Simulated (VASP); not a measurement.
Input for VASP

File KPOINTS:
```
Automatic mesh
0
Gamma
5 5 5
0 0 0
```

**INCAR**
```
SYSTEM = Fe
PREC = Accurate
ENCUT = 400
EDIFF = 1E-6
NELM = 100
ALGO = Normal
LREAL = .FALSE.
LASPH = .TRUE.
ISMEAR = 1
SIGMA = 0.1
GGA = PE
LMAXMIX = 4
ISPIN = 2
MAGMOM = 2.5
LORBIT = 10
LWAVE = .FALSE.
LCHARG = .FALSE.
ISIF = 2
```

### POSCAR
```
Fe
1
   -2.7117195000     2.7117195000     2.7117195000
    2.7117195000    -2.7117195000     2.7117195000
    2.7117195000     2.7117195000    -2.7117195000
Fe
1
Direct
  0.0000000000   0.0000000000   0.0000000000
```

POTCAR, in this order: Fe (PBE.64 set). Program: vasp_std.

What VASP printed:

### standard output
```
 POSCAR found type information on POSCAR Fe
 POSCAR found :  1 types and       1 ions
 Reading from existing POTCAR
 Reading from existing POTCAR
 LDA part: xc-table for (Slater+PW92), standard interpolation
 POSCAR, INCAR and KPOINTS ok, starting setup
 WAVECAR not read
 entering main loop
       N       E                     dE             d eps       ncg     rms          rms(c)
DAV:   1     0.222453526624E+02    0.22245E+02   -0.22063E+03   360   0.505E+02
DAV:   2    -0.263708981930E+01   -0.24882E+02   -0.22413E+02   360   0.108E+02
DAV:   3    -0.346221882132E+01   -0.82513E+00   -0.81020E+00   421   0.212E+01
DAV:   4    -0.347265430605E+01   -0.10435E-01   -0.10373E-01   407   0.346E+00
DAV:   5    -0.347276044483E+01   -0.10614E-03   -0.10611E-03   391   0.246E-01    0.131E+01
DAV:   6    -0.387665744612E+01   -0.40390E+00   -0.17401E+01   377   0.514E+01    0.173E+01
DAV:   7    -0.360083566078E+01    0.27582E+00   -0.69841E+00   383   0.255E+01    0.387E+00
DAV:   8    -0.359664681883E+01    0.41888E-02   -0.29445E-01   374   0.414E+00    0.159E+00
DAV:   9    -0.361273439541E+01   -0.16088E-01   -0.39137E-01   413   0.331E+00    0.160E+00
DAV:  10    -0.359973889148E+01    0.12996E-01   -0.51851E-02   371   0.217E+00    0.586E-01
DAV:  11    -0.359993097927E+01   -0.19209E-03   -0.17784E-02   425   0.105E+00    0.121E-01
DAV:  12    -0.360085347878E+01   -0.92250E-03   -0.97090E-04   360   0.294E-01    0.119E-01
DAV:  13    -0.360093128058E+01   -0.77802E-04   -0.10553E-03   375   0.214E-01    0.495E-02
DAV:  14    -0.360094847650E+01   -0.17196E-04   -0.51697E-05   360   0.673E-02    0.325E-02
DAV:  15    -0.360094996137E+01   -0.14849E-05   -0.49910E-05   363   0.569E-02    0.527E-03
DAV:  16    -0.360095060180E+01   -0.64044E-06   -0.12739E-06   360   0.944E-03
   1 F= -.36009506E+01 E0= -.35983714E+01  d E =-.773763E-02  mag=     4.0011
```

**OUTCAR**
```
------------------------ aborting loop because EDIFF is reached ----------------------------------------
  FORCE on cell =-STRESS in cart. coord.  units (eV):
  Direction    XX          YY          ZZ          XY          YZ          ZX
  --------------------------------------------------------------------------------------
  Total       -0.9802280     -0.9802280     -0.9802280      0.0000000     -0.0000000      0.0000000
  in kB      -19.6898942    -19.6898942    -19.6898942      0.0000000     -0.0000000      0.0000000
  external PRESSURE =     -19.6898942 kB  Pullay stress =       0.0000000 kB
  volume of cell :       79.76
      direct lattice vectors                 reciprocal lattice vectors
    -2.711719500  2.711719500  2.711719500     0.000000000  0.184384852  0.184384852
     2.711719500 -2.711719500  2.711719500     0.184384852  0.000000000  0.184384852
     2.711719500  2.711719500 -2.711719500     0.184384852  0.184384852  0.000000000
 POSITION                                       TOTAL-FORCE (eV/Angst)
 -----------------------------------------------------------------------------------
      0.00000      0.00000      0.00000         0.000000      0.000000     -0.000000
 -----------------------------------------------------------------------------------
    total drift:                                0.000000      0.000000      0.000000
  FREE ENERGIE OF THE ION-ELECTRON SYSTEM (eV)
  ---------------------------------------------------
  free  energy   TOTEN  =        -3.6009506018 eV

  energy  without entropy=       -3.5932129721  energy(sigma->0) =       -3.59837139

 total charge

# of ion       s       p       d       tot
------------------------------------------
    1        0.468   0.009   5.988   6.465

 magnetization (x)

# of ion       s       p       d       tot
------------------------------------------
    1        0.208   0.001   3.390   3.599
```
(Selected blocks of OUTCAR.)

Question: The run ends quietly. Is anything wrong with it?

Answer: The cause: the lattice was typed in bohr, and VASP reads ångström. The run ends without an error. Against the sound run, the energy per atom (σ→0) rises by 4.628 eV/atom; the pressure goes up by 6.12 GPa; the cell moment increases by 1.78 μB; the volume increases by 570 %. To mend it, correct POSCAR, correct KPOINTS.
### POSCAR
```
Fe
1
   -1.4350000000     1.4350000000     1.4350000000
    1.4350000000    -1.4350000000     1.4350000000
    1.4350000000     1.4350000000    -1.4350000000
Fe
1
Direct
  0.0000000000   0.0000000000   0.0000000000
```
**KPOINTS**
```
Automatic mesh
0
Gamma
13 13 13
0 0 0
```
The mended run (PBE GGA, plane waves, VASP's PBE PAW potentials (set 64)) converges, and its OSZICAR ends with
```
   1 F= -.82262588E+01 E0= -.82261999E+01  d E =-.176767E-03  mag=     2.2181
```

The compound is Fe in the bcc structure. The cell was not relaxed at this level.
